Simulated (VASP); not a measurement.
Data:

```xyz
4
Lattice="-1.6977 1.6977 5.7475 1.6977 -1.6977 5.7475 1.6977 1.6977 -5.7475" Properties=species:S:1:pos:R:3 pbc="T T T"
Ta     0.0000     0.0000     8.6212
Ta     0.0000     1.6977     0.0000
Si     0.0000     0.0000     1.9082
Si     0.0000     1.6977     4.7819
```

All values below come from PBE GGA, VASP's PBE PAW potentials (set 64) (plane waves; VASP). Settings: 400 eV cut-off, 10×10×10 Γ-centred mesh, first-order Methfessel-Paxton smearing of 0.10 eV, potentials Ta_pv Si.

Q: Give the stress tensor in GPa (positive for a compressed cell).

A: 
```
5.23  0.00  0.00
0.00  5.23  0.00
0.00  0.00  6.65
```
The pressure is its mean diagonal, 5.70 GPa.

The structure was generated: TaSi was put into the NbAs type (I4_1md), which need not be its known phase. The cell was not relaxed at this level.
